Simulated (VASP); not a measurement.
Computed with PBE GGA with D3 dispersion (zero damping), VASP's PBE PAW potentials (set 64) (plane waves; VASP).

The input files of a VASP run:

**INCAR**
```
SYSTEM = ZrC
PREC = Accurate; ENCUT = 520; LREAL = F
LASPH = T
EDIFF = 1E-7; NELM = 100; ALGO = Normal
LMAXMIX = 4
ISMEAR = 1; SIGMA = 0.1
GGA = PE; IVDW = 11
ISIF = 2
LWAVE = F; LCHARG = F
```

**POSCAR**
```
ZrC
1
    0.0000000000     2.3638757051     2.3638757051
    2.3638757051     0.0000000000     2.3638757051
    2.3638757051     2.3638757051     0.0000000000
Zr C
1 1
Direct
  0.0000000000   0.0000000000   0.0000000000
  0.5000000000   0.5000000000   0.5000000000
```

KPOINTS:
```
Automatic mesh
0
Gamma
13 13 13
0 0 0
```

POTCAR, in this order: Zr_sv C (PBE.64 set). Program: vasp_std.

The run wrote:

File OUTCAR:
```
 ion  position               nearest neighbor table
   1  0.000  0.000  0.000-   2 2.36   2 2.36   2 2.36   2 2.36   2 2.36   2 2.36
   2  0.500  0.500  0.500-   1 2.36   1 2.36   1 2.36   1 2.36   1 2.36   1 2.36
  LATTYP: Found a face centered cubic cell.
 ALAT       =     4.7277514102
 Subroutine PRICEL returns:
 Original cell was already a primitive cell.
 Subroutine GETGRP returns: Found 48 space group operations
The static configuration has the point symmetry O_h .
The dynamic configuration has the point symmetry O_h .
 Subroutine INISYM returns: Found 48 space group operations
 Subroutine IBZKPT returns following result:
 Found     84 irreducible k-points:

 Following reciprocal coordinates:
            Coordinates               Weight
  0.000000  0.000000  0.000000      1.000000
  0.076923  0.000000  0.000000      8.000000
  0.153846  0.000000  0.000000      8.000000
  0.230769  0.000000  0.000000      8.000000
  0.307692  0.000000  0.000000      8.000000
  0.384615  0.000000  0.000000      8.000000
  0.461538  0.000000  0.000000      8.000000
  0.076923  0.076923  0.000000      6.000000
  0.153846  0.076923  0.000000     24.000000
  0.230769  0.076923  0.000000     24.000000
  0.307692  0.076923  0.000000     24.000000
  0.384615  0.076923  0.000000     24.000000
  0.461538  0.076923  0.000000     24.000000
 -0.461538  0.076923  0.000000     24.000000
 -0.384615  0.076923  0.000000     24.000000
 -0.307692  0.076923  0.000000     24.000000
 -0.230769  0.076923  0.000000     24.000000
 -0.153846  0.076923  0.000000     24.000000
 -0.076923  0.076923  0.000000     12.000000
  0.153846  0.153846  0.000000      6.000000
  0.230769  0.153846  0.000000     24.000000
  0.307692  0.153846  0.000000     24.000000
  0.384615  0.153846  0.000000     24.000000
  0.461538  0.153846  0.000000     24.000000
 -0.461538  0.153846  0.000000     24.000000
 -0.384615  0.153846  0.000000     24.000000
 -0.307692  0.153846  0.000000     24.000000
 -0.230769  0.153846  0.000000     24.000000
 -0.153846  0.153846  0.000000     12.000000
  0.230769  0.230769  0.000000      6.000000
  0.307692  0.230769  0.000000     24.000000
  0.384615  0.230769  0.000000     24.000000
  0.461538  0.230769  0.000000     24.000000
 -0.461538  0.230769  0.000000     24.000000
 -0.384615  0.230769  0.000000     24.000000
 -0.307692  0.230769  0.000000     24.000000
 -0.230769  0.230769  0.000000     12.000000
  0.307692  0.307692  0.000000      6.000000
  0.384615  0.307692  0.000000     24.000000
  0.461538  0.307692  0.000000     24.000000
   k-points           NKPTS =     84   k-points in BZ     NKDIM =     84   number of bands    NBANDS=     12
   number of dos      NEDOS =    301   number of ions     NIONS =      2
   total plane-waves  NPLWV =  21952
   dimension x,y,z NGX =    28 NGY =   28 NGZ =   28
   dimension x,y,z NGXF=    56 NGYF=   56 NGZF=   56
   ions per type =               1   1
   PREC   = accura    normal or accurate (medium, high low for compatibility)
   ISTART =      0    job   : 0-new  1-cont  2-samecut
   ICHARG =      2    charge: 1-file 2-atom 10-const
   ISPIN  =      1    spin polarized calculation?
   LNONCOLLINEAR =      F non collinear calculations
   LSORBIT =      F    spin-orbit coupling
   INIWAV =      1    electr: 0-lowe 1-rand  2-diag
   ENCUT  =  520.0 eV  38.22 Ry    6.18 a.u.   6.22  6.22  6.22*2*pi/ulx,y,z
   NELM   =    100;   NELMIN=  2; NELMDL= -5     # of ELM steps
   EDIFF  = 0.1E-06   stopping-criterion for ELM
   LREAL  =      F    real-space projection
   NLSPLINE    = F    spline interpolate recip. space projectors
   LMAXMIX     =    4 max onsite mixed and CHGCAR
...
```

**OSZICAR**
```
       N       E                     dE             d eps       ncg     rms          rms(c)
DAV:   1     0.107534375757E+03    0.10753E+03   -0.88600E+03  2024   0.133E+03
DAV:   2    -0.173168903094E+02   -0.12485E+03   -0.11722E+03  2352   0.332E+02
DAV:   3    -0.227405891209E+02   -0.54237E+01   -0.53339E+01  2980   0.625E+01
DAV:   4    -0.229494986950E+02   -0.20891E+00   -0.20874E+00  2576   0.113E+01
DAV:   5    -0.229545128917E+02   -0.50142E-02   -0.50140E-02  2944   0.152E+00    0.205E+01
DAV:   6    -0.196143499368E+02    0.33402E+01   -0.16972E+01  2276   0.284E+01    0.777E+00
DAV:   7    -0.194723947892E+02    0.14196E+00   -0.81741E-01  2364   0.720E+00    0.567E+00
DAV:   8    -0.194635470866E+02    0.88477E-02   -0.14575E-01  2208   0.359E+00    0.135E+00
DAV:   9    -0.194595523661E+02    0.39947E-02   -0.30485E-02  2504   0.118E+00    0.450E-01
DAV:  10    -0.194599160212E+02   -0.36366E-03   -0.20272E-03  2356   0.575E-01    0.330E-01
DAV:  11    -0.194597268128E+02    0.18921E-03   -0.71038E-04  2236   0.211E-01    0.174E-02
DAV:  12    -0.194597256608E+02    0.11520E-05   -0.12379E-05  2928   0.382E-02    0.114E-02
DAV:  13    -0.194597252833E+02    0.37745E-06   -0.49970E-07  2344   0.663E-03    0.104E-03
DAV:  14    -0.194597252937E+02   -0.10354E-07   -0.18821E-08  1272   0.123E-03
   1 F= -.20014526E+02 E0= -.20014463E+02  d E =-.188976E-03
```

File OUTCAR:
```
------------------------ aborting loop because EDIFF is reached ----------------------------------------
 Edisp (eV)   -0.55480
  FORCE on cell =-STRESS in cart. coord.  units (eV):
  Direction    XX          YY          ZZ          XY          YZ          ZX
  --------------------------------------------------------------------------------------
  Total      -1.07268    -1.07268    -1.07268     0.00000     0.00000    -0.00000
  in kB     -65.05429   -65.05429   -65.05429     0.00000     0.00000    -0.00000
  external pressure =      -65.05 kB  Pullay stress =        0.00 kB
  volume of cell :       26.42
      direct lattice vectors                 reciprocal lattice vectors
     0.000000000  2.363875705  2.363875705    -0.211517043  0.211517043  0.211517043
     2.363875705  0.000000000  2.363875705     0.211517043 -0.211517043  0.211517043
     2.363875705  2.363875705  0.000000000     0.211517043  0.211517043 -0.211517043
 POSITION                                       TOTAL-FORCE (eV/Angst)
 -----------------------------------------------------------------------------------
      0.00000      0.00000      0.00000         0.000000      0.000000      0.000000
      2.36388      2.36388      2.36388        -0.000000     -0.000000      0.000000
 -----------------------------------------------------------------------------------
    total drift:                                0.000000      0.000000      0.000000
  FREE ENERGIE OF THE ION-ELECTRON SYSTEM (eV)
  ---------------------------------------------------
  free  energy   TOTEN  =       -20.0145259590 eV

  energy  without entropy=      -20.0143369829  energy(sigma->0) =      -20.01446297
```
(Selected blocks of OUTCAR.)

File OUTCAR:
```
 val. band max:        9.4329128711   @ k =   0.4615   0.4615   0.0000

 cond. band min:       9.4596948195   @ k =   0.3846   0.3077   0.0000


 Fermi energy:         9.4578539279

 k-point     1 :       0.0000    0.0000    0.0000
  band No.  band energies     occupation
      1     -38.7606      2.00000
      2     -16.4818      2.00000
      3     -16.4818      2.00000
      4     -16.4818      2.00000
      5      -1.8300      2.00000
      6      10.3455     -0.00000
      7      10.3455     -0.00000
      8      10.3455     -0.00000
      9      10.5006     -0.00000
     10      10.5006     -0.00000
     11      10.5006     -0.00000
     12      12.1749      0.00000

 k-point     2 :       0.0769    0.0000    0.0000
  band No.  band energies     occupation
      1     -38.7553      2.00000
      2     -16.5310      2.00000
      3     -16.4861      2.00000
      4     -16.4861      2.00000
      5      -1.6995      2.00000
      6       9.4036      1.78507
      7       9.6362     -0.03015
      8       9.6362     -0.03015
      9      10.7656     -0.00000
     10      10.7656     -0.00000
     11      11.1386     -0.00000
     12      12.8916      0.00000

 k-point     3 :       0.1538    0.0000    0.0000
  band No.  band energies     occupation
      1     -38.7405      2.00000
      2     -16.6650      2.00000
      3     -16.4982      2.00000
      4     -16.4982      2.00000
      5      -1.3272      2.00000
      6       8.2138      2.00000
      7       8.6964      2.00000
      8       8.6964      2.00000
      9      11.1657     -0.00000
     10      11.1657     -0.00000
     11      11.6040      0.00000
     12      14.2262      0.00000

 k-point     4 :       0.2308    0.0000    0.0000
  band No.  band energies     occupation
      1     -38.7196      2.00000
      2     -16.8482      2.00000
      3     -16.5150      2.00000
      4     -16.5150      2.00000
      5      -0.7661      2.00000
      6       7.0001      2.00000
...
```

The compound is ZrC in the rock salt structure. This cell is one point of a volume scan, at 1.03 of the reference volume.
